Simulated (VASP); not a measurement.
Input of a VASP 6.6.1 run:

The input POSCAR:

```
Ga2PN
1.0
    1.6262522523      0.9389171755      5.6465979920
   -1.6262522523      0.9389171755      5.6465979920
    0.0000000000     -1.8778343514      5.6465979920
N P Ga
1 1 2
Direct
    1.0000000000      0.0000000000      0.0000000000
    0.5000000000      0.5000000000      0.5000000000
    0.2629671322      0.2629671322      0.2629671322
    0.7370328678      0.7370328678      0.7370328678
```

File INCAR.step1:

```
PREC = Accurate
ENCUT = 520
ISMEAR = -1
SIGMA = 0.02
LREAL = F
LASPH = T
NELM = 100
NBANDS = 26
GGA = PE
ALGO = Normal
EDIFF = 1E-4
LWAVE = T
LCHARG = F
```

The input INCAR.step2:

```
PREC = Accurate
ENCUT = 520
EDIFF = 1E-6
ISMEAR = -1
SIGMA = 0.02
LREAL = F
LASPH = T
NELM = 100
ALGO = Normal
ISIF = 2
LWAVE = F
LCHARG = F
METAGGA = R2SCAN
LMIXTAU = T
NBANDS = 26
ISTART = 1
```

The input KPOINTS:

```
regular mesh
0
Gamma
  10 10 10
```

Potentials or basis: VASP PAW PBE potentials, release 64 (N, P, Ga_d).

Launch:

```sh
$ cat potpaw_PBE.64/N/POTCAR potpaw_PBE.64/P/POTCAR potpaw_PBE.64/Ga_d/POTCAR > POTCAR
$ cp INCAR.step1 INCAR
$ mpirun -np 1 vasp_std > vasp.out
$ cp INCAR.step2 INCAR
$ mpirun -np 1 vasp_std > vasp.out
```

(1) Predict the largest force.

(2) Predict the band gap on the k mesh.

Answers

(1) 0.062 eV/Å.

(2) none (metal or under the smearing width).

Caveat: the PAW data sets were made with another functional, which shifts forces and pressure a little.
